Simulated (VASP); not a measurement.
# LiCaF3 (Pm-3m) in VASP: notebook, part 2 of 2

VASP 6.6.1. The steps go on from the part before.

**3. Single point, PBE**

INCAR

```
PREC = Accurate
ENCUT = 520
EDIFF = 1E-6
ISMEAR = 0
SIGMA = 0.01
LREAL = False
LASPH = True
NELM = 100
ALGO = Normal
ISIF = 2
LWAVE = False
LCHARG = True
GGA = PE
LELF = True
LVHAR = True
NBANDS = 25
```

KPOINTS

```
Automatic mesh
0
Gamma
  5 5 5
```

POSCAR

```
LiCaF3
1.0
    3.7612440000      0.0000000000      0.0000000000
    0.0000000000      3.7612440000      0.0000000000
    0.0000000000      0.0000000000      3.7612440000
Li Ca F
1 1 3
Direct
    0.5000000000      0.5000000000      0.5000000000
    0.0000000000      0.0000000000      0.0132934742
    0.0000000000      0.5000000000      0.5000000000
    0.5000000000      0.5000000000      0.0000000000
    0.5000000000      0.0000000000      0.5000000000
```

Potentials or basis: VASP PAW PBE potentials, release 64 (Li_sv, Ca_sv, F).

Run with:

```sh
$ cat potpaw_PBE.64/Li_sv/POTCAR potpaw_PBE.64/Ca_sv/POTCAR potpaw_PBE.64/F/POTCAR > POTCAR
$ mpirun -np 1 vasp_std > vasp.out
```

OUTCAR:

```text
PREC = Accurate
   ENCUT = 520
   EDIFF = 1E-6
   ISMEAR = 0
   LREAL = False
   LASPH = True
   NELM = 100
   ISIF = 2
   GGA = PE

 ion  position               nearest neighbor table
   1  0.500  0.500  0.500-   3 1.88   4 1.88   5 1.88   4 1.88   5 1.88   3 1.88
   2  0.000  0.000  0.013-
   3  0.000  0.500  0.500-   1 1.88   1 1.88
   4  0.500  0.500  0.000-   1 1.88   1 1.88
   5  0.500  0.000  0.500-   1 1.88   1 1.88

  LATTYP: Found a simple cubic cell.
 ALAT       =     3.7612440000

  Lattice vectors:

 A1 = (   3.7612440000,   0.0000000000,   0.0000000000)
 A2 = (   0.0000000000,   3.7612440000,   0.0000000000)
 A3 = (   0.0000000000,   0.0000000000,   3.7612440000)

Analysis of symmetry for initial positions (statically):
=====================================================================
 Subroutine PRICEL returns:
 Original cell was already a primitive cell.

 Routine SETGRP: Setting up the symmetry group for a
 simple cubic supercell.

 Subroutine GETGRP returns: Found  8 space group operations
 (whereof  8 operations were pure point group operations)
 out of a pool of 48 trial point group operations.

The static configuration has the point symmetry C_4v.

Analysis of symmetry for dynamics (positions and initial velocities):
=====================================================================
 Subroutine PRICEL returns:
 Original cell was already a primitive cell.

 Routine SETGRP: Setting up the symmetry group for a
 simple cubic supercell.

 Subroutine GETGRP returns: Found  8 space group operations
 (whereof  8 operations were pure point group operations)
 out of a pool of 48 trial point group operations.

The dynamic configuration has the point symmetry C_4v.

 Subroutine INISYM returns: Found  8 space group operations
 (whereof  8 operations are pure point group operations),
 and found     1 'primitive' translations

----------------------------------------------------------------------------------------

                                     Primitive cell

  volume of cell :      53.2102

  direct lattice vectors                    reciprocal lattice vectors
     3.761244000  0.000000000  0.000000000     0.265869484  0.000000000  0.000000000
     0.000000000  3.761244000  0.000000000     0.000000000  0.265869484  0.000000000
     0.000000000  0.000000000  3.761244000     0.000000000  0.000000000  0.265869484

  length of vectors
     3.761244000  3.761244000  3.761244000     0.265869484  0.265869484  0.265869484

  position of ions in fractional coordinates (direct lattice)
     0.500000000  0.500000000  0.500000000
     0.000000000  0.000000000  0.013293474
     0.000000000  0.500000000  0.500000000
     0.500000000  0.500000000  0.000000000
     0.500000000  0.000000000  0.500000000

  ion indices of the primitive-cell ions
   primitive index   ion index
                 1           1
                 2           2
                 3           3
                 4           4
                 5           5

----------------------------------------------------------------------------------------

 KPOINTS: Automatic mesh

Automatic generation of k-mesh.
 Grid dimensions read from file:
 generate k-points for:    5    5    5

 Generating k-lattice:

  Cartesian coordinates                     Fractional coordinates (reciprocal lattice)
     0.053173897  0.000000000  0.000000000     0.200000000  0.000000000  0.000000000
     0.000000000  0.053173897  0.000000000     0.000000000  0.200000000  0.000000000
     0.000000000  0.000000000  0.053173897     0.000000000  0.000000000  0.200000000

  Length of vectors
     0.053173897  0.053173897  0.053173897

  Shift w.r.t. Gamma in fractional coordinates (k-lattice)
     0.000000000  0.000000000  0.000000000

 Subroutine IBZKPT returns following result:
 ===========================================

 Found     18 irreducible k-points:

 Following reciprocal coordinates:
            Coordinates               Weight
  0.000000  0.000000  0.000000      1.000000
  0.200000  0.000000  0.000000      4.000000
  0.000000  0.000000  0.200000      2.000000
  0.400000  0.000000  0.000000      4.000000
  0.000000  0.000000  0.400000      2.000000
  0.200000  0.200000  0.000000      4.000000
[... 10 lines left out ...]
  0.200000  0.400000  0.400000     16.000000
  0.400000  0.400000  0.400000      8.000000
   k-points           NKPTS =     18   k-points in BZ     NKDIM =     18   number of bands    NBANDS=     25
   number of dos      NEDOS =    301   number of ions     NIONS =      5
   total plane-waves  NPLWV =  21952
   dimension x,y,z NGX =    28 NGY =   28 NGZ =   28
   dimension x,y,z NGXF=    56 NGYF=   56 NGZF=   56
   ions per type =               1   1   3
   NGX,Y,Z   is equivalent  to a cutoff of  12.38, 12.38, 12.38 a.u.
   NGXF,Y,Z  is equivalent  to a cutoff of  24.75, 24.75, 24.75 a.u.
 SYSTEM =  unknown system
   PREC   = accura    normal or accurate (medium, high low for compatibility)
   ISTART =      0    job   : 0-new  1-cont  2-samecut
   ICHARG =      2    charge: 1-file 2-atom 10-const
   ISPIN  =      1    spin polarized calculation?
   LNONCOLLINEAR =      F non collinear calculations
   LSORBIT =      F    spin-orbit coupling
   LASPH  =      T    aspherical Exc in radial PAW
   ENCUT  =  520.0 eV  38.22 Ry    6.18 a.u.   6.99  6.99  6.99*2*pi/ulx,y,z
   NELM   =    100;   NELMIN=  2; NELMDL= -5     # of ELM steps
   EDIFF  = 0.1E-05   stopping-criterion for ELM
   LREAL  =      F    real-space projection
   EDIFFG = 0.1E-04   stopping-criterion for IOM
   NSW    =      0    number of steps for IOM
   IBRION =     -1    ionic relax: 0-MD 1-quasi-New 2-CG
   NFREE  =      0    steps in history (QN), initial steepest desc. (CG)
   ISIF   =      2    stress and relaxation
   ISYM   =      2    0-nonsym 1-usesym 2-fastsym
   POTIM  = 0.5000    time-step for ionic-motion
   TEBEG  =    0.0;   TEEND  =   0.0 temperature during run
   PSTRESS=    0.0 pullay stress
   NELECT =      34.0000    total number of electrons
   NUPDOWN=      -1.0000    fix difference up-down
   EMIN   =  10.00;   EMAX   =-10.00  energy-range for DOS
   EFERMI =   0.00;   METHOD = LEGACY
   ISMEAR =     0;   SIGMA  =   0.01  broadening in eV -4-tet -1-fermi 0-gaus
   EFERMI_NEDOS =   21; number of points for ismear=-14 and -15
   IALGO  =     38    algorithm
   IMIX   =      4    mixing-type and parameters
     AMIX     =   0.40;   BMIX     =  1.00
     AMIX_MAG =   1.60;   BMIX_MAG =  1.00
  volume/ion in A,a.u.               =      10.64        71.82
  Fermi-wavevector in a.u.,A,eV,Ry     =   1.410056  2.664619 27.051883  1.988257
  Thomas-Fermi vector in A             =   2.532049
   LORBIT       =      0    0 simple, 1 ext, 2 COOP (PROOUT), +10 PAW based schemes
   GGA     = PE    functional components
   LHFCALC =     F    Hartree Fock is set to
   AEXX    =    0.0000 exact exchange contribution
   IVDW    =     0    specifies the selected vdW correction
   LEPSILON=     F    determine dielectric tensor
   LRPA    =     F    only Hartree local field effects (RPA)
 non-spin polarized calculation
 Gauss-broadening in eV      SIGMA  =   0.01
  energy-cutoff  :      520.00
  volume of cell :       53.21
 maximum number of plane-waves:      1445
 NGX is ok and might be reduce to    28
   NGX = 13   NGY = 13   NGZ = 13

 number of electron      33.9999947 magnetization

 Free energy of the ion-electron system (eV)
  ---------------------------------------------------
  ext. energy  EPLUGINS =         0.00000000
  ---------------------------------------------------
  free energy    TOTEN  =       -26.08860490 eV

  energy without entropy =      -26.08860490  energy(sigma->0) =      -26.08860490

 E-fermi :   0.0663     XC(G=0): -10.2714

 val. band max:       -0.0035618372   @ k =   0.4000   0.4000   0.4000
 cond. band min:       6.5664997144   @ k =   0.0000   0.0000   0.0000
 fundamental gap:      6.5700615516
 Fermi energy:         0.0663287594

 k-point     1 :       0.0000    0.0000    0.0000
  band No.  band energies     occupation
      1     -40.1216      2.00000
      2     -37.7044      2.00000
      3     -20.2148      2.00000
      4     -19.2889      2.00000
      5     -19.2884      2.00000
      6     -18.6203      2.00000
[... 493 lines left out ...]
     24      14.1450      0.00000
     25      14.6571      0.00000

------------------------ aborting loop because EDIFF is reached ----------------------------------------

  FORCE on cell =-STRESS in cart. coord.  units (eV):
  Direction    XX          YY          ZZ          XY          YZ          ZX
  --------------------------------------------------------------------------------------
  -------------------------------------------------------------------------------------
  Total       -0.0158231     -0.0158231      0.0000180      0.0000000     -0.0000000     -0.0000000
  in kB       -0.4764380     -0.4764380      0.0005432      0.0000000     -0.0000000     -0.0000000
  external PRESSURE =      -0.3174443 kB  Pullay stress =       0.0000000 kB

 VOLUME and BASIS-vectors are now :
 -----------------------------------------------------------------------------
  energy-cutoff  :      520.00
  volume of cell :       53.21
      direct lattice vectors                 reciprocal lattice vectors
     3.761244000  0.000000000  0.000000000     0.265869484  0.000000000  0.000000000
     0.000000000  3.761244000  0.000000000     0.000000000  0.265869484  0.000000000
     0.000000000  0.000000000  3.761244000     0.000000000  0.000000000  0.265869484

 POSITION                                       TOTAL-FORCE (eV/Angst)
 -----------------------------------------------------------------------------------
      1.88062      1.88062      1.88062         0.000000     -0.000000      0.056348
      0.00000      0.00000      0.05000        -0.000000     -0.000000      0.008779
      0.00000      1.88062      1.88062         0.000000     -0.000000     -0.048515
      1.88062      1.88062      0.00000         0.000000      0.000000      0.031903
      1.88062      0.00000      1.88062         0.000000     -0.000000     -0.048515
 -----------------------------------------------------------------------------------
    total drift:                                0.000000      0.000000     -0.000010

  FREE ENERGIE OF THE ION-ELECTRON SYSTEM (eV)
  ---------------------------------------------------
  free  energy   TOTEN  =       -26.0886048979 eV

  energy  without entropy=      -26.0886048979  energy(sigma->0) =      -26.08860490
```

OSZICAR:

```text
N       E                     dE             d eps       ncg     rms          rms(c)
DAV:   1     0.312136775020E+03    0.31214E+03   -0.18720E+04   900   0.145E+03
DAV:   2    -0.884456775768E+01   -0.32098E+03   -0.30923E+03  1078   0.395E+02
DAV:   3    -0.265428117692E+02   -0.17698E+02   -0.17617E+02  1158   0.926E+01
DAV:   4    -0.283491161428E+02   -0.18063E+01   -0.18041E+01  1589   0.168E+01
DAV:   5    -0.283634647078E+02   -0.14349E-01   -0.14348E-01  1093   0.173E+00    0.954E+00
DAV:   6    -0.261959164733E+02    0.21675E+01   -0.67936E+00  1049   0.170E+01    0.345E+00
DAV:   7    -0.261306085182E+02    0.65308E-01   -0.28886E-01  1204   0.371E+00    0.200E+00
DAV:   8    -0.260880042592E+02    0.42604E-01   -0.12453E-01  1072   0.325E+00    0.330E-01
DAV:   9    -0.260881176609E+02   -0.11340E-03   -0.23093E-02  1179   0.106E+00    0.191E-01
DAV:  10    -0.260887346945E+02   -0.61703E-03   -0.46524E-03  1075   0.597E-01    0.959E-02
DAV:  11    -0.260885993994E+02    0.13530E-03   -0.65695E-04  1239   0.259E-01    0.204E-02
DAV:  12    -0.260886049722E+02   -0.55728E-05   -0.38318E-05  1179   0.466E-02    0.556E-03
DAV:  13    -0.260886048979E+02    0.74310E-07   -0.18167E-06   880   0.110E-02
   1 F= -.26088605E+02 E0= -.26088605E+02  d E =-.233546E-24
```

It took 28 s on 1 thread of Intel Xeon Platinum 8375C at 2.90GHz (Ice Lake), shared host; peak memory 0.16 GiB.

What came out:

```yaml
Free_energy: -26.0886 eV
Largest_force: 0.056 eV/Å
Band_gap_on_the_k_mesh: 6.57 eV, indirect (least direct gap 6.60 eV)
```

Forces on the atoms (eV/Å):
```
Li   0.000  0.000  0.056
Ca   0.000  0.000  0.009
F    0.000  0.000 -0.049
F    0.000  0.000  0.032
F    0.000  0.000 -0.049
```

Caveat: the cutoff is under 1.25 times the usual one of these potentials, so pressure, stress and relaxed cells hold a basis-set (Pulay) error; an odd mesh through Γ misses points on the zone boundary, where band edges often lie.
